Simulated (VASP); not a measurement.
Input:

```yaml
crystal:
  lattice:
    - [1.51500, -2.62406, 0.00000]
    - [1.51500, 2.62406, 0.00000]
    - [0.00000, 0.00000, 3.23000]
  atoms:
    - { symbol: Ti, position: [0.00000, 0.00000, 0.00000] }
    - { symbol: B, position: [0.33333, 0.66667, 0.50000] }
    - { symbol: B, position: [0.66667, 0.33333, 0.50000] }
```

Method: PBE GGA, VASP's PBE PAW potentials (set 64) (plane waves; VASP 6.6.1). Numerical set-up: 400 eV cut-off, 10×10×9 Γ-centred mesh, first-order Methfessel-Paxton smearing of 0.10 eV, potentials Ti_sv B.

Problem. Predict the energy per atom (σ→0), band gap (on the k-mesh) with the smallest direct gap where there is one.

Solution. 
The band gap (on the k-mesh) is none (metal, semimetal or under 0.01 eV) and the energy per atom (σ→0) is -8140 meV/atom.

Total energies compare only between runs with the same potentials, cut-off and functional.

The compound is TiB2 in the AlB2 type structure. The cell was not relaxed at this level. The run is one of a series of settings (ENCUT = 400 against the base run), some of them coarse on purpose.
